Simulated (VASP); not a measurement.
Here is the system:

```xyz
2
Lattice="0.0000 2.2674 2.2674 2.2674 0.0000 2.2674 2.2674 2.2674 0.0000" Properties=species:S:1:pos:R:3 pbc="T T T"
Na     0.0000     0.0000     0.0000
F      2.2674     2.2674     2.2674
```

These are PBE GGA, VASP's PBE PAW potentials (set 64) (plane waves; VASP 6.6.1) values and carry that method's errors. Numerical set-up: 400 eV cut-off, 10×10×10 Γ-centred mesh, Gaussian smearing of 0.010 eV, potentials Na_pv F.

At this cut-off the stress carries a Pulay error, which pulls relaxed volumes low.

Question: What does the run give for the energy per atom (σ→0), pressure, band gap (on the k-mesh) with the smallest direct gap where there is one?

Answer: 
| Quantity | Result |
|---|---|
| band gap (on the k-mesh) | 6.68 eV |
| smallest direct gap (on the k-mesh) | 6.68 eV |
| energy per atom (σ→0) | -4.271 eV/atom |
| pressure | -1.67 GPa |

The absolute energy has meaning only against runs of the same code, potentials and settings.

The structure comes from a computed database's NaF entry; how it stands against other phases isn't given here. The cell was not relaxed at this level.
